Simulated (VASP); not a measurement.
Method: optB88-vdW, VASP's PBE PAW potentials (set 64) (plane waves; VASP).

VASP input:

File KPOINTS:
```
k-points along high-symmetry lines
15
Line-mode
Reciprocal
  0.000000   0.000000   0.000000 ! GAMMA
  0.000000   0.500000   0.000000 ! X

  0.000000   0.500000   0.000000 ! X
  0.500000   0.500000   0.000000 ! M

  0.500000   0.500000   0.000000 ! M
  0.000000   0.000000   0.000000 ! GAMMA

  0.000000   0.000000   0.000000 ! GAMMA
  0.500000   0.500000   0.500000 ! R

  0.500000   0.500000   0.500000 ! R
  0.000000   0.500000   0.000000 ! X

  0.500000   0.500000   0.500000 ! R
  0.500000   0.500000   0.000000 ! M
```

**INCAR**
```
# general
SYSTEM    =  KZnF3
PREC      =  Accurate
ENCUT     =  520
LREAL     =  .FALSE.
LASPH     =  .TRUE.
ICHARG    =  11

# electronic loop
EDIFF     =  1E-7
NELM      =  100
ALGO      =  Normal
LMAXMIX   =  4

# smearing
ISMEAR    =  0
SIGMA     =  0.05

# functional
GGA       =  BO
LUSE_VDW  =  .TRUE.
AGGAC     =  0.0
PARAM1    =  0.1833333333
PARAM2    =  0.22

# output
LWAVE     =  .FALSE.
LCHARG    =  .FALSE.
LORBIT    =  11
```

**POSCAR**
```
KZnF3
4.082680
  0.9999999740   0.0000000000   0.0000000000
  0.0000000000   0.9999999740   0.0000000000
  0.0000000000   0.0000000000   0.9999999740
K Zn F
1 1 3
Cartesian
  0.0000000000   0.0000000000   0.0000000000
  0.4999999870   0.4999999870   0.4999999870
  0.4999999870   0.0000000000   0.4999999870
  0.0000000000   0.4999999870   0.4999999870
  0.4999999870   0.4999999870   0.0000000000
```

POTCAR, in this order: K_sv Zn F (PBE.64 set). Program: vasp_std. Read from the step before: CHGCAR.

What VASP printed:

**OSZICAR**
```
       N       E                     dE             d eps       ncg     rms          rms(c)
DAV:   1     0.447654813220E+03    0.44765E+03   -0.22715E+04  4500   0.202E+03
DAV:   2     0.260523869433E+02   -0.42160E+03   -0.41152E+03  5354   0.490E+02
DAV:   3    -0.862654244922E+01   -0.34679E+02   -0.34566E+02  5386   0.150E+02
DAV:   4    -0.943398148731E+01   -0.80744E+00   -0.80652E+00  6972   0.211E+01
DAV:   5    -0.944520470861E+01   -0.11223E-01   -0.11214E-01  5968   0.200E+00
DAV:   6    -0.944575679482E+01   -0.55209E-03   -0.55191E-03  6767   0.278E-01
DAV:   7    -0.944576069811E+01   -0.39033E-05   -0.39029E-05  6036   0.272E-02
DAV:   8    -0.944576075387E+01   -0.55763E-07   -0.55788E-07  5762   0.298E-03
   1 F= -.94457608E+01 E0= -.94457608E+01  d E =-.269018E-14
```

**OUTCAR**
```
 val. band max:       -1.3378197315   @ k =   0.5000   0.5000   0.5000

 cond. band min:       2.4712272215   @ k =   0.0000   0.0000   0.0000



 k-point     1 :       0.0000    0.0000    0.0000
  band No.  band energies     occupation
      1     -28.1944      2.00000
      2     -22.5767      2.00000
      3     -21.9776      2.00000
      4     -21.9776      2.00000
      5     -11.7312      2.00000
      6     -11.7312      2.00000
      7     -11.7312      2.00000
      8      -5.2319      2.00000
      9      -5.2319      2.00000
     10      -5.2319      2.00000
     11      -4.7171      2.00000
     12      -4.7171      2.00000
     13      -4.7171      2.00000
     14      -4.3989      2.00000
     15      -4.3989      2.00000
     16      -3.2182      2.00000
     17      -3.2182      2.00000
     18      -3.2182      2.00000
     19      -3.0204      2.00000
     20      -3.0204      2.00000
     21      -3.0204      2.00000
     22       2.4712      0.00000
     23       7.4877      0.00000
     24       7.4877      0.00000
     25       7.9908      0.00000

 k-point     2 :       0.0000    0.0357    0.0000
  band No.  band energies     occupation
      1     -28.1941      2.00000
      2     -22.5752      2.00000
      3     -21.9790      2.00000
      4     -21.9776      2.00000
      5     -11.7313      2.00000
      6     -11.7307      2.00000
      7     -11.7307      2.00000
      8      -5.2713      2.00000
      9      -5.2317      2.00000
     10      -5.2317      2.00000
     11      -4.7205      2.00000
     12      -4.7205      2.00000
     13      -4.7170      2.00000
     14      -4.3989      2.00000
     15      -4.3683      2.00000
     16      -3.2209      2.00000
     17      -3.2166      2.00000
     18      -3.2166      2.00000
     19      -3.0240      2.00000
     20      -3.0202      2.00000
     21      -3.0202      2.00000
     22       2.4969      0.00000
     23       7.4985      0.00000
     24       7.4998      0.00000
...
```

The density is held fixed in this step, so its total energy and stress have no physical meaning.

The compound is KZnF3 in the cubic perovskite structure. It was relaxed first.
